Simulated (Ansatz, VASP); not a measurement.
## Cross-check of Sn between VASP and Ansatz

Wanted: the spread between two codes on one cell, functional and k mesh. The cell is taken from a series of runs on this material, whose earlier steps may have relaxed, scaled, displaced or heated it; both programs get it as it stands.

Method: plane waves, with VASP 6.6.1 beside it; zone-centre phonons at LDA, in Ansatz 0.2.0.

## 1. Starting point

Symmetry: R-3m, No. 166, trigonal system. The conventional cell has a = 4.610 Å, b = 4.610 Å, c = 11.269 Å, α = 90.00°, β = 90.00°, γ = 120.00°. Nearest to Sn lie 4 Sn at 2.82 Å.

As a file:

```cif
data_structure
_symmetry_space_group_name_H-M 'R-3m:H'
_symmetry_Int_Tables_number 166
_cell_length_a 4.6098
_cell_length_b 4.6098
_cell_length_c 11.2694
_cell_angle_alpha 90.000
_cell_angle_beta 90.000
_cell_angle_gamma 120.000
_cell_volume 207.40
loop_
_atom_site_label
_atom_site_type_symbol
_atom_site_symmetry_multiplicity
_atom_site_Wyckoff_symbol
_atom_site_fract_x
_atom_site_fract_y
_atom_site_fract_z
_atom_site_occupancy
Sn1 Sn 6 c 0.33333 0.66667 0.04150 1
```

## 2. VASP: zone-centre phonons, LDA

Second derivatives magnify differences that forces hide, and they need a tight electronic threshold.

Lines of VASP's logs that name or quote its potential files are left out, and so is its time.

INCAR

```
SYSTEM = Sn
PREC = Accurate
ENCUT = 500
EDIFF = 1E-08
NELM = 120
ISMEAR = 0
SIGMA = 0.015
LREAL = .FALSE.
ALGO = Normal
GGA = CA
NBANDS = 20
LORBIT = 11
LWAVE = .FALSE.
LCHARG = .FALSE.
ISIF = 2
ISYM = 2
IBRION = 8
LASPH = .TRUE.
GGA_COMPAT = .FALSE.
KPAR = 2
```

POSCAR

```
Sn
1.0
   -0.0043020981      3.2553439630      3.2553439630
    3.2553439630     -0.0043020981      3.2553439630
    3.2553439630      3.2553439630     -0.0043020981
Sn
2
Direct
    0.4998328037      0.4998328037      0.4998328037
    0.7501671963      0.7501671963      0.7501671963
```

KPOINTS

```
Points of the shifted mesh
1728
Reciprocal
 0.0416666667  0.0416666667  0.0416666667 1
 0.0416666667  0.0416666667  0.1250000000 1
 0.0416666667  0.0416666667  0.2083333333 1
 0.0416666667  0.0416666667  0.2916666667 1
 0.0416666667  0.0416666667  0.3750000000 1
 0.0416666667  0.0416666667  0.4583333333 1
 0.0416666667  0.0416666667  0.5416666667 1
 0.0416666667  0.0416666667  0.6250000000 1
 0.0416666667  0.0416666667  0.7083333333 1
 0.0416666667  0.0416666667  0.7916666667 1
 0.0416666667  0.0416666667  0.8750000000 1
 0.0416666667  0.0416666667  0.9583333333 1
 0.0416666667  0.1250000000  0.0416666667 1
 0.0416666667  0.1250000000  0.1250000000 1
 0.0416666667  0.1250000000  0.2083333333 1
 0.0416666667  0.1250000000  0.2916666667 1
 0.0416666667  0.1250000000  0.3750000000 1
 0.0416666667  0.1250000000  0.4583333333 1
 0.0416666667  0.1250000000  0.5416666667 1
 0.0416666667  0.1250000000  0.6250000000 1
 0.0416666667  0.1250000000  0.7083333333 1
 0.0416666667  0.1250000000  0.7916666667 1
 0.0416666667  0.1250000000  0.8750000000 1
 0.0416666667  0.1250000000  0.9583333333 1
 0.0416666667  0.2083333333  0.0416666667 1
 0.0416666667  0.2083333333  0.1250000000 1
 0.0416666667  0.2083333333  0.2083333333 1
 0.0416666667  0.2083333333  0.2916666667 1
 0.0416666667  0.2083333333  0.3750000000 1
 0.0416666667  0.2083333333  0.4583333333 1
 0.0416666667  0.2083333333  0.5416666667 1
 0.0416666667  0.2083333333  0.6250000000 1
 0.0416666667  0.2083333333  0.7083333333 1
 0.0416666667  0.2083333333  0.7916666667 1
 0.0416666667  0.2083333333  0.8750000000 1
 0.0416666667  0.2083333333  0.9583333333 1
 0.0416666667  0.2916666667  0.0416666667 1
 0.0416666667  0.2916666667  0.1250000000 1
 0.0416666667  0.2916666667  0.2083333333 1
 0.0416666667  0.2916666667  0.2916666667 1
 0.0416666667  0.2916666667  0.3750000000 1
 0.0416666667  0.2916666667  0.4583333333 1
 0.0416666667  0.2916666667  0.5416666667 1
 0.0416666667  0.2916666667  0.6250000000 1
 0.0416666667  0.2916666667  0.7083333333 1
 0.0416666667  0.2916666667  0.7916666667 1
 0.0416666667  0.2916666667  0.8750000000 1
 0.0416666667  0.2916666667  0.9583333333 1
 0.0416666667  0.3750000000  0.0416666667 1
 0.0416666667  0.3750000000  0.1250000000 1
 0.0416666667  0.3750000000  0.2083333333 1
 0.0416666667  0.3750000000  0.2916666667 1
 0.0416666667  0.3750000000  0.3750000000 1
 0.0416666667  0.3750000000  0.4583333333 1
 0.0416666667  0.3750000000  0.5416666667 1
 0.0416666667  0.3750000000  0.6250000000 1
 0.0416666667  0.3750000000  0.7083333333 1
 0.0416666667  0.3750000000  0.7916666667 1
 0.0416666667  0.3750000000  0.8750000000 1
 0.0416666667  0.3750000000  0.9583333333 1
 0.0416666667  0.4583333333  0.0416666667 1
 0.0416666667  0.4583333333  0.1250000000 1
 0.0416666667  0.4583333333  0.2083333333 1
 0.0416666667  0.4583333333  0.2916666667 1
 0.0416666667  0.4583333333  0.3750000000 1
 0.0416666667  0.4583333333  0.4583333333 1
 0.0416666667  0.4583333333  0.5416666667 1
 0.0416666667  0.4583333333  0.6250000000 1
 0.0416666667  0.4583333333  0.7083333333 1
 0.0416666667  0.4583333333  0.7916666667 1
 0.0416666667  0.4583333333  0.8750000000 1
 0.0416666667  0.4583333333  0.9583333333 1
 0.0416666667  0.5416666667  0.0416666667 1
 0.0416666667  0.5416666667  0.1250000000 1
 0.0416666667  0.5416666667  0.2083333333 1
 0.0416666667  0.5416666667  0.2916666667 1
 0.0416666667  0.5416666667  0.3750000000 1
 0.0416666667  0.5416666667  0.4583333333 1
 0.0416666667  0.5416666667  0.5416666667 1
 0.0416666667  0.5416666667  0.6250000000 1
 0.0416666667  0.5416666667  0.7083333333 1
 0.0416666667  0.5416666667  0.7916666667 1
 0.0416666667  0.5416666667  0.8750000000 1
 0.0416666667  0.5416666667  0.9583333333 1
 0.0416666667  0.6250000000  0.0416666667 1
 0.0416666667  0.6250000000  0.1250000000 1
 0.0416666667  0.6250000000  0.2083333333 1
 0.0416666667  0.6250000000  0.2916666667 1
 0.0416666667  0.6250000000  0.3750000000 1
 0.0416666667  0.6250000000  0.4583333333 1
 0.0416666667  0.6250000000  0.5416666667 1
 0.0416666667  0.6250000000  0.6250000000 1
 0.0416666667  0.6250000000  0.7083333333 1
 0.0416666667  0.6250000000  0.7916666667 1
 0.0416666667  0.6250000000  0.8750000000 1
 0.0416666667  0.6250000000  0.9583333333 1
 0.0416666667  0.7083333333  0.0416666667 1
 0.0416666667  0.7083333333  0.1250000000 1
 0.0416666667  0.7083333333  0.2083333333 1
 0.0416666667  0.7083333333  0.2916666667 1
 0.0416666667  0.7083333333  0.3750000000 1
 0.0416666667  0.7083333333  0.4583333333 1
 0.0416666667  0.7083333333  0.5416666667 1
 0.0416666667  0.7083333333  0.6250000000 1
 0.0416666667  0.7083333333  0.7083333333 1
 0.0416666667  0.7083333333  0.7916666667 1
 0.0416666667  0.7083333333  0.8750000000 1
 0.0416666667  0.7083333333  0.9583333333 1
 0.0416666667  0.7916666667  0.0416666667 1
 0.0416666667  0.7916666667  0.1250000000 1
 0.0416666667  0.7916666667  0.2083333333 1
 0.0416666667  0.7916666667  0.2916666667 1
[... 1390 lines left out ...]
 0.8750000000  0.4583333333  0.1250000000 1
 0.8750000000  0.4583333333  0.2083333333 1
 0.8750000000  0.4583333333  0.2916666667 1
 0.8750000000  0.4583333333  0.3750000000 1
 0.8750000000  0.4583333333  0.4583333333 1
 0.8750000000  0.4583333333  0.5416666667 1
 0.8750000000  0.4583333333  0.6250000000 1
 0.8750000000  0.4583333333  0.7083333333 1
 0.8750000000  0.4583333333  0.7916666667 1
 0.8750000000  0.4583333333  0.8750000000 1
 0.8750000000  0.4583333333  0.9583333333 1
 0.8750000000  0.5416666667  0.0416666667 1
 0.8750000000  0.5416666667  0.1250000000 1
 0.8750000000  0.5416666667  0.2083333333 1
 0.8750000000  0.5416666667  0.2916666667 1
 0.8750000000  0.5416666667  0.3750000000 1
 0.8750000000  0.5416666667  0.4583333333 1
 0.8750000000  0.5416666667  0.5416666667 1
 0.8750000000  0.5416666667  0.6250000000 1
 0.8750000000  0.5416666667  0.7083333333 1
 0.8750000000  0.5416666667  0.7916666667 1
 0.8750000000  0.5416666667  0.8750000000 1
 0.8750000000  0.5416666667  0.9583333333 1
 0.8750000000  0.6250000000  0.0416666667 1
 0.8750000000  0.6250000000  0.1250000000 1
 0.8750000000  0.6250000000  0.2083333333 1
 0.8750000000  0.6250000000  0.2916666667 1
 0.8750000000  0.6250000000  0.3750000000 1
 0.8750000000  0.6250000000  0.4583333333 1
 0.8750000000  0.6250000000  0.5416666667 1
 0.8750000000  0.6250000000  0.6250000000 1
 0.8750000000  0.6250000000  0.7083333333 1
 0.8750000000  0.6250000000  0.7916666667 1
 0.8750000000  0.6250000000  0.8750000000 1
 0.8750000000  0.6250000000  0.9583333333 1
 0.8750000000  0.7083333333  0.0416666667 1
 0.8750000000  0.7083333333  0.1250000000 1
 0.8750000000  0.7083333333  0.2083333333 1
 0.8750000000  0.7083333333  0.2916666667 1
 0.8750000000  0.7083333333  0.3750000000 1
 0.8750000000  0.7083333333  0.4583333333 1
 0.8750000000  0.7083333333  0.5416666667 1
 0.8750000000  0.7083333333  0.6250000000 1
 0.8750000000  0.7083333333  0.7083333333 1
 0.8750000000  0.7083333333  0.7916666667 1
 0.8750000000  0.7083333333  0.8750000000 1
 0.8750000000  0.7083333333  0.9583333333 1
 0.8750000000  0.7916666667  0.0416666667 1
 0.8750000000  0.7916666667  0.1250000000 1
 0.8750000000  0.7916666667  0.2083333333 1
 0.8750000000  0.7916666667  0.2916666667 1
 0.8750000000  0.7916666667  0.3750000000 1
 0.8750000000  0.7916666667  0.4583333333 1
 0.8750000000  0.7916666667  0.5416666667 1
 0.8750000000  0.7916666667  0.6250000000 1
 0.8750000000  0.7916666667  0.7083333333 1
 0.8750000000  0.7916666667  0.7916666667 1
 0.8750000000  0.7916666667  0.8750000000 1
 0.8750000000  0.7916666667  0.9583333333 1
 0.8750000000  0.8750000000  0.0416666667 1
 0.8750000000  0.8750000000  0.1250000000 1
 0.8750000000  0.8750000000  0.2083333333 1
 0.8750000000  0.8750000000  0.2916666667 1
 0.8750000000  0.8750000000  0.3750000000 1
 0.8750000000  0.8750000000  0.4583333333 1
 0.8750000000  0.8750000000  0.5416666667 1
 0.8750000000  0.8750000000  0.6250000000 1
 0.8750000000  0.8750000000  0.7083333333 1
 0.8750000000  0.8750000000  0.7916666667 1
 0.8750000000  0.8750000000  0.8750000000 1
 0.8750000000  0.8750000000  0.9583333333 1
 0.8750000000  0.9583333333  0.0416666667 1
 0.8750000000  0.9583333333  0.1250000000 1
 0.8750000000  0.9583333333  0.2083333333 1
 0.8750000000  0.9583333333  0.2916666667 1
 0.8750000000  0.9583333333  0.3750000000 1
 0.8750000000  0.9583333333  0.4583333333 1
 0.8750000000  0.9583333333  0.5416666667 1
 0.8750000000  0.9583333333  0.6250000000 1
 0.8750000000  0.9583333333  0.7083333333 1
 0.8750000000  0.9583333333  0.7916666667 1
 0.8750000000  0.9583333333  0.8750000000 1
 0.8750000000  0.9583333333  0.9583333333 1
 0.9583333333  0.0416666667  0.0416666667 1
 0.9583333333  0.0416666667  0.1250000000 1
 0.9583333333  0.0416666667  0.2083333333 1
 0.9583333333  0.0416666667  0.2916666667 1
 0.9583333333  0.0416666667  0.3750000000 1
 0.9583333333  0.0416666667  0.4583333333 1
 0.9583333333  0.0416666667  0.5416666667 1
 0.9583333333  0.0416666667  0.6250000000 1
 0.9583333333  0.0416666667  0.7083333333 1
 0.9583333333  0.0416666667  0.7916666667 1
 0.9583333333  0.0416666667  0.8750000000 1
 0.9583333333  0.0416666667  0.9583333333 1
 0.9583333333  0.1250000000  0.0416666667 1
 0.9583333333  0.1250000000  0.1250000000 1
 0.9583333333  0.1250000000  0.2083333333 1
 0.9583333333  0.1250000000  0.2916666667 1
 0.9583333333  0.1250000000  0.3750000000 1
 0.9583333333  0.1250000000  0.4583333333 1
 0.9583333333  0.1250000000  0.5416666667 1
 0.9583333333  0.1250000000  0.6250000000 1
 0.9583333333  0.1250000000  0.7083333333 1
 0.9583333333  0.1250000000  0.7916666667 1
 0.9583333333  0.1250000000  0.8750000000 1
 0.9583333333  0.1250000000  0.9583333333 1
 0.9583333333  0.2083333333  0.0416666667 1
 0.9583333333  0.2083333333  0.1250000000 1
 0.9583333333  0.2083333333  0.2083333333 1
 0.9583333333  0.2083333333  0.2916666667 1
 0.9583333333  0.2083333333  0.3750000000 1
 0.9583333333  0.2083333333  0.4583333333 1
 0.9583333333  0.2083333333  0.5416666667 1
 0.9583333333  0.2083333333  0.6250000000 1
 0.9583333333  0.2083333333  0.7083333333 1
 0.9583333333  0.2083333333  0.7916666667 1
 0.9583333333  0.2083333333  0.8750000000 1
 0.9583333333  0.2083333333  0.9583333333 1
 0.9583333333  0.2916666667  0.0416666667 1
 0.9583333333  0.2916666667  0.1250000000 1
 0.9583333333  0.2916666667  0.2083333333 1
 0.9583333333  0.2916666667  0.2916666667 1
 0.9583333333  0.2916666667  0.3750000000 1
 0.9583333333  0.2916666667  0.4583333333 1
 0.9583333333  0.2916666667  0.5416666667 1
 0.9583333333  0.2916666667  0.6250000000 1
 0.9583333333  0.2916666667  0.7083333333 1
 0.9583333333  0.2916666667  0.7916666667 1
 0.9583333333  0.2916666667  0.8750000000 1
 0.9583333333  0.2916666667  0.9583333333 1
 0.9583333333  0.3750000000  0.0416666667 1
 0.9583333333  0.3750000000  0.1250000000 1
 0.9583333333  0.3750000000  0.2083333333 1
 0.9583333333  0.3750000000  0.2916666667 1
 0.9583333333  0.3750000000  0.3750000000 1
 0.9583333333  0.3750000000  0.4583333333 1
 0.9583333333  0.3750000000  0.5416666667 1
 0.9583333333  0.3750000000  0.6250000000 1
 0.9583333333  0.3750000000  0.7083333333 1
 0.9583333333  0.3750000000  0.7916666667 1
 0.9583333333  0.3750000000  0.8750000000 1
 0.9583333333  0.3750000000  0.9583333333 1
 0.9583333333  0.4583333333  0.0416666667 1
 0.9583333333  0.4583333333  0.1250000000 1
 0.9583333333  0.4583333333  0.2083333333 1
 0.9583333333  0.4583333333  0.2916666667 1
 0.9583333333  0.4583333333  0.3750000000 1
 0.9583333333  0.4583333333  0.4583333333 1
 0.9583333333  0.4583333333  0.5416666667 1
 0.9583333333  0.4583333333  0.6250000000 1
 0.9583333333  0.4583333333  0.7083333333 1
 0.9583333333  0.4583333333  0.7916666667 1
 0.9583333333  0.4583333333  0.8750000000 1
 0.9583333333  0.4583333333  0.9583333333 1
 0.9583333333  0.5416666667  0.0416666667 1
 0.9583333333  0.5416666667  0.1250000000 1
 0.9583333333  0.5416666667  0.2083333333 1
 0.9583333333  0.5416666667  0.2916666667 1
 0.9583333333  0.5416666667  0.3750000000 1
 0.9583333333  0.5416666667  0.4583333333 1
 0.9583333333  0.5416666667  0.5416666667 1
 0.9583333333  0.5416666667  0.6250000000 1
 0.9583333333  0.5416666667  0.7083333333 1
 0.9583333333  0.5416666667  0.7916666667 1
 0.9583333333  0.5416666667  0.8750000000 1
 0.9583333333  0.5416666667  0.9583333333 1
 0.9583333333  0.6250000000  0.0416666667 1
 0.9583333333  0.6250000000  0.1250000000 1
 0.9583333333  0.6250000000  0.2083333333 1
 0.9583333333  0.6250000000  0.2916666667 1
 0.9583333333  0.6250000000  0.3750000000 1
 0.9583333333  0.6250000000  0.4583333333 1
 0.9583333333  0.6250000000  0.5416666667 1
 0.9583333333  0.6250000000  0.6250000000 1
 0.9583333333  0.6250000000  0.7083333333 1
 0.9583333333  0.6250000000  0.7916666667 1
 0.9583333333  0.6250000000  0.8750000000 1
 0.9583333333  0.6250000000  0.9583333333 1
 0.9583333333  0.7083333333  0.0416666667 1
 0.9583333333  0.7083333333  0.1250000000 1
 0.9583333333  0.7083333333  0.2083333333 1
 0.9583333333  0.7083333333  0.2916666667 1
 0.9583333333  0.7083333333  0.3750000000 1
 0.9583333333  0.7083333333  0.4583333333 1
 0.9583333333  0.7083333333  0.5416666667 1
 0.9583333333  0.7083333333  0.6250000000 1
 0.9583333333  0.7083333333  0.7083333333 1
 0.9583333333  0.7083333333  0.7916666667 1
 0.9583333333  0.7083333333  0.8750000000 1
 0.9583333333  0.7083333333  0.9583333333 1
 0.9583333333  0.7916666667  0.0416666667 1
 0.9583333333  0.7916666667  0.1250000000 1
 0.9583333333  0.7916666667  0.2083333333 1
 0.9583333333  0.7916666667  0.2916666667 1
 0.9583333333  0.7916666667  0.3750000000 1
 0.9583333333  0.7916666667  0.4583333333 1
 0.9583333333  0.7916666667  0.5416666667 1
 0.9583333333  0.7916666667  0.6250000000 1
 0.9583333333  0.7916666667  0.7083333333 1
 0.9583333333  0.7916666667  0.7916666667 1
 0.9583333333  0.7916666667  0.8750000000 1
 0.9583333333  0.7916666667  0.9583333333 1
 0.9583333333  0.8750000000  0.0416666667 1
 0.9583333333  0.8750000000  0.1250000000 1
 0.9583333333  0.8750000000  0.2083333333 1
 0.9583333333  0.8750000000  0.2916666667 1
 0.9583333333  0.8750000000  0.3750000000 1
 0.9583333333  0.8750000000  0.4583333333 1
 0.9583333333  0.8750000000  0.5416666667 1
 0.9583333333  0.8750000000  0.6250000000 1
 0.9583333333  0.8750000000  0.7083333333 1
 0.9583333333  0.8750000000  0.7916666667 1
 0.9583333333  0.8750000000  0.8750000000 1
 0.9583333333  0.8750000000  0.9583333333 1
 0.9583333333  0.9583333333  0.0416666667 1
 0.9583333333  0.9583333333  0.1250000000 1
 0.9583333333  0.9583333333  0.2083333333 1
 0.9583333333  0.9583333333  0.2916666667 1
 0.9583333333  0.9583333333  0.3750000000 1
 0.9583333333  0.9583333333  0.4583333333 1
 0.9583333333  0.9583333333  0.5416666667 1
 0.9583333333  0.9583333333  0.6250000000 1
 0.9583333333  0.9583333333  0.7083333333 1
 0.9583333333  0.9583333333  0.7916666667 1
 0.9583333333  0.9583333333  0.8750000000 1
 0.9583333333  0.9583333333  0.9583333333 1
```

The projector-augmented-wave data sets are Sn_d (LDA family, release 64).

On the command line:

```console
$ mpirun -np 2 vasp_std
```

Numbers of over 12 decimals in the logs are rounded to 6 here.

The program printed:

```text
[banner, memory and clock lines left out]
running    2 mpi-ranks, on    1 nodes
 distrk:  each k-point on    1 cores,    2 groups
 distr:  one band on    1 cores,    1 groups

 POSCAR found type information on POSCAR Sn
 POSCAR found :  1 types and       2 ions
 LDA part: xc-table for (Slater(with rela. corr.)+CA(PZ))
 , standard interpolation
 POSCAR, INCAR and KPOINTS ok, starting setup
 FFT: planning ... GRIDC
 FFT: planning ... GRID_SOFT
 FFT: planning ... GRID
 WAVECAR not read
 entering main loop
       N       E                     dE             d eps       ncg     rms          rms(c)
DAV:   1     0.223107932891E+03    0.22311E+03   -0.14793E+04 69552   0.199E+03
DAV:   2     0.149684084360E+02   -0.20814E+03   -0.20441E+03 69308   0.442E+02
DAV:   3    -0.827554085859E+01   -0.23244E+02   -0.23096E+02 79036   0.144E+02
DAV:   4    -0.903611605600E+01   -0.76058E+00   -0.76016E+00 78308   0.294E+01
DAV:   5    -0.906258547165E+01   -0.26469E-01   -0.26469E-01 94720   0.538E+00    0.325E+00
DAV:   6    -0.898019703745E+01    0.82388E-01   -0.41588E-02 88592   0.226E+00    0.182E+00
DAV:   7    -0.893934474741E+01    0.40852E-01   -0.59953E-02 71832   0.222E+00    0.146E-01
DAV:   8    -0.893989145839E+01   -0.54671E-03   -0.52651E-03 79564   0.825E-01    0.527E-02
DAV:   9    -0.893997731925E+01   -0.85861E-04   -0.17040E-04 90336   0.982E-02    0.137E-02
DAV:  10    -0.893997796995E+01   -0.65070E-06   -0.13744E-05 93036   0.443E-02    0.402E-03
DAV:  11    -0.893997836621E+01   -0.39626E-06   -0.10774E-06 75720   0.707E-03    0.140E-03
DAV:  12    -0.893997836413E+01    0.20837E-08   -0.47018E-08 73452   0.186E-03
   1 F= -.89399784E+01 E0= -.89399782E+01  d E =-.294599E-06
 Linear response reoptimize wavefunctions to high precision
DAV:   1    -0.893997836584E+01   -0.17076E-08   -0.63813E-09 72664   0.717E-04
DAV:   2    -0.893997836587E+01   -0.34561E-10   -0.36826E-10 44236   0.196E-04
 Linear response DOF=           1
 Linear response progress:
  Degree of freedom:   1/  1
       N       E                     dE             d eps       ncg     rms          rms(c)
RMM:   1    -0.216539704806E+00   -0.21654E+00    0.58981E-01 86754   0.102E+01
RMM:   2    -0.223382984952E+00   -0.68433E-02   -0.20183E-02121146   0.118E+00    0.681E-02
RMM:   3    -0.223523462710E+00   -0.14048E-03   -0.16509E-03127265   0.328E-01    0.313E-02
RMM:   4    -0.223408647644E+00    0.11482E-03   -0.11966E-04126244   0.997E-02    0.105E-02
RMM:   5    -0.223397447814E+00    0.11200E-04   -0.15681E-05129992   0.326E-02    0.405E-03
RMM:   6    -0.223400859188E+00   -0.34114E-05    0.63036E-08129124   0.948E-03    0.162E-03
RMM:   7    -0.223402096497E+00   -0.12373E-05   -0.12312E-07127999   0.334E-03    0.452E-04
RMM:   8    -0.223399974922E+00    0.21216E-05   -0.13744E-08130486   0.122E-03    0.254E-04
RMM:   9    -0.223399189437E+00    0.78548E-06    0.45862E-08132128   0.470E-04    0.342E-05
RMM:  10    -0.223399326217E+00   -0.13678E-06    0.74015E-08136922   0.196E-04    0.253E-05
RMM:  11    -0.223399258821E+00    0.67396E-07    0.50964E-09132490   0.101E-04    0.518E-06
RMM:  12    -0.223399270002E+00   -0.11181E-07    0.79589E-09141425   0.571E-05    0.377E-06
RMM:  13    -0.223399268040E+00    0.19616E-08    0.13819E-08136989   0.389E-05    0.203E-06
 first order change of Fermi-energy   0.11729E+01
 force on displaced ion       1 direction 1 :  -7.714  -0.016  -0.016
 Linear response finished
```

(Continued in part 2 of 2.)

[Lines on the potential files, build, host, timing and source positions are cut from VASP's logs without a mark.]

[Logs are printed without paths, hosts, clocks, repeated set-up lines and the standing remarks that a program may print on its own settings, such as how far it seeks lower states.]

[Hosts, paths, dates, database ids (printed as entryN), source tags and the programs' standing remarks are cut or masked in the printed files.]
